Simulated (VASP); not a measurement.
Level of theory: PBE GGA, VASP's PBE PAW potentials (set 64) (plane waves; VASP).

The input files of a VASP run:

File KPOINTS:
```
Automatic
0
gamma
 14 14 14
0 0 0
```

**POSCAR**
```
Pt
1.0
  0.0000000000   1.9831561053   1.9831561053
  1.9831561053   0.0000000000   1.9831561053
  1.9831561053   1.9831561053   0.0000000000
Pt
1
Cartesian
  0.0000000000   0.0000000000   0.0000000000
```

**INCAR**
```
! general
SYSTEM =Pt
PREC   =Accurate
ENCUT  =520
LREAL  =.FALSE.   ! projection in real space or not
LASPH  =.TRUE.   ! aspherical one-centre terms

! electronic loop
EDIFF  =1E-6   ! SCF stop (eV)
NELM   =100   ! most electronic steps
ALGO   =Normal   ! blocked Davidson
LMAXMIX=6

! smearing
ISMEAR =1   ! Methfessel-Paxton
SIGMA  =0.1

! functional
GGA    =PE

! ions
IBRION =2
NSW    =60   ! most ionic steps
ISIF   =3   ! ions, shape and volume
EDIFFG =-0.01

! output
LWAVE  =.FALSE.
LCHARG =.FALSE.
```

POTCAR, in this order: Pt (PBE.64 set). Program: vasp_std.

The run wrote:

OUTCAR:
```
 ion  position               nearest neighbor table
   1  0.000  0.000  0.000-
  LATTYP: Found a face centered cubic cell.
 ALAT       =     3.9663122106
 Subroutine PRICEL returns:
 Original cell was already a primitive cell.
 Subroutine GETGRP returns: Found 48 space group operations
The static configuration has the point symmetry O_h .
The dynamic configuration has the point symmetry O_h .
 Subroutine INISYM returns: Found 48 space group operations
 Subroutine IBZKPT returns following result:
 Found    104 irreducible k-points:

 Following reciprocal coordinates:
            Coordinates               Weight
  0.000000  0.000000  0.000000      1.000000
  0.071429  0.000000  0.000000      8.000000
  0.142857  0.000000  0.000000      8.000000
  0.214286  0.000000  0.000000      8.000000
  0.285714  0.000000  0.000000      8.000000
  0.357143  0.000000  0.000000      8.000000
  0.428571  0.000000  0.000000      8.000000
  0.500000  0.000000  0.000000      4.000000
  0.071429  0.071429  0.000000      6.000000
  0.142857  0.071429  0.000000     24.000000
  0.214286  0.071429  0.000000     24.000000
  0.285714  0.071429  0.000000     24.000000
  0.357143  0.071429  0.000000     24.000000
  0.428571  0.071429  0.000000     24.000000
  0.500000  0.071429  0.000000     24.000000
 -0.428571  0.071429  0.000000     24.000000
 -0.357143  0.071429  0.000000     24.000000
 -0.285714  0.071429  0.000000     24.000000
 -0.214286  0.071429  0.000000     24.000000
 -0.142857  0.071429  0.000000     24.000000
 -0.071429  0.071429  0.000000     12.000000
  0.142857  0.142857  0.000000      6.000000
  0.214286  0.142857  0.000000     24.000000
  0.285714  0.142857  0.000000     24.000000
  0.357143  0.142857  0.000000     24.000000
...
```

### OSZICAR
```
       N       E                     dE             d eps       ncg     rms          rms(c)
DAV:   1     0.351991888596E+02    0.35199E+02   -0.55636E+03  1960   0.103E+03
DAV:   2    -0.601299533006E+01   -0.41212E+02   -0.39436E+02  1987   0.183E+02
DAV:   3    -0.648381164718E+01   -0.47082E+00   -0.45084E+00  2182   0.189E+01
DAV:   4    -0.648548454193E+01   -0.16729E-02   -0.16729E-02  2193   0.123E+00
DAV:   5    -0.648549564522E+01   -0.11103E-04   -0.11104E-04  2144   0.909E-02    0.117E+01
DAV:   6    -0.614453795741E+01    0.34096E+00   -0.93497E-01  1912   0.872E+00    0.617E+00
DAV:   7    -0.610850533870E+01    0.36033E-01   -0.14528E-01  2036   0.334E+00    0.247E+00
DAV:   8    -0.610526986742E+01    0.32355E-02   -0.41562E-03  2025   0.629E-01    0.459E-01
DAV:   9    -0.610514351797E+01    0.12635E-03   -0.49201E-05  1965   0.742E-02    0.178E-02
DAV:  10    -0.610514822790E+01   -0.47099E-05   -0.20428E-06  2159   0.145E-02    0.263E-03
DAV:  11    -0.610514822025E+01    0.76510E-08   -0.42806E-08   988   0.206E-03
   1 F= -.61051482E+01 E0= -.61052701E+01  d E =-.610515E+01
```

OUTCAR:
```
------------------------ aborting loop because EDIFF is reached ----------------------------------------
  FORCE on cell =-STRESS in cart. coord.  units (eV):
  Direction    XX          YY          ZZ          XY          YZ          ZX
  --------------------------------------------------------------------------------------
  Total       -0.0038575     -0.0038575     -0.0038575      0.0000000      0.0000000      0.0000000
  in kB       -0.3962061     -0.3962061     -0.3962061      0.0000000      0.0000000      0.0000000
  external PRESSURE =      -0.3962061 kB  Pullay stress =       0.0000000 kB
  volume of cell :       15.60
      direct lattice vectors                 reciprocal lattice vectors
     0.000000000  1.983156105  1.983156105    -0.252123370  0.252123370  0.252123370
     1.983156105  0.000000000  1.983156105     0.252123370 -0.252123370  0.252123370
     1.983156105  1.983156105  0.000000000     0.252123370  0.252123370 -0.252123370
 POSITION                                       TOTAL-FORCE (eV/Angst)
 -----------------------------------------------------------------------------------
      0.00000      0.00000      0.00000        -0.000000      0.000000     -0.000000
 -----------------------------------------------------------------------------------
    total drift:                               -0.000000     -0.000000     -0.000000
  FREE ENERGIE OF THE ION-ELECTRON SYSTEM (eV)
  ---------------------------------------------------
  free  energy   TOTEN  =        -6.1051482203 eV

  energy  without entropy=       -6.1055139547  energy(sigma->0) =       -6.10527013

 reached required accuracy - stopping structural energy minimisation
```
(Selected blocks of OUTCAR.)

The compound is Pt in the fcc structure. It was relaxed first. The start is the result of an earlier pass.
